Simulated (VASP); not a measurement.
Data:

```yaml
crystal:
  lattice:
    - [0.00000, 3.04004, 3.04004]
    - [3.04004, 0.00000, 3.04004]
    - [3.04004, 3.04004, 0.00000]
  atoms:
    - { symbol: Ca, position: [0.00000, 0.00000, 0.00000] }
    - { symbol: Se, position: [0.50000, 0.50000, 0.50000] }
```

Computed with PBE GGA, VASP's PBE PAW potentials (set 64) (plane waves; VASP). Run with 300 eV cut-off, 6×6×6 Γ-centred mesh, Gaussian smearing of 0.010 eV, potentials Ca_sv Se.

At this cut-off the stress carries a Pulay error, which pulls relaxed volumes low.

Estimate the energy per atom (σ→0), pressure, band gap (on the k-mesh) with the smallest direct gap where there is one.

```json
{
 "band gap (on the k-mesh)": "2.20 eV",
 "smallest direct gap (on the k-mesh)": "2.92 eV",
 "energy per atom (σ→0)": "-4.734 eV/atom",
 "pressure": "-2.54 GPa"
}
```

Only differences to runs with the same potentials and settings are physical.

The structure comes from a computed database's CaSe entry; how it stands against other phases isn't given here. The cell was not relaxed at this level.
